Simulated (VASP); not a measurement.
Given:

```xyz
2
Lattice="0.0000 2.2638 2.2638 2.2638 0.0000 2.2638 2.2638 2.2638 0.0000" Properties=species:S:1:pos:R:3 pbc="T T T"
Al     0.0000     0.0000     0.0000
N      1.1319     1.1319     1.1319
```

Method: vdW-DF2, VASP's PBE PAW potentials (set 64) (plane waves; VASP 6.6.1). Numerical set-up: 520 eV cut-off, 10×10×10 Γ-centred mesh, Gaussian smearing of 0.050 eV, potentials Al N.

The job: AlN (zinc blende), 2 atoms, vdW-DF2, static run, 520 eV, 10×10×10 Γ-centred mesh. Roughly how much core time does it take on a busy server core?

About 20 core-seconds (one run on a shared machine, a rough figure). It had 47 irreducible k-points, 8 bands, up to 636 plane waves and 14 electronic steps.

The compound is AlN in the zinc blende structure, a metastable form; wurtzite is the usual one. This cell is one point of a volume scan, at 1.06 of the reference volume.
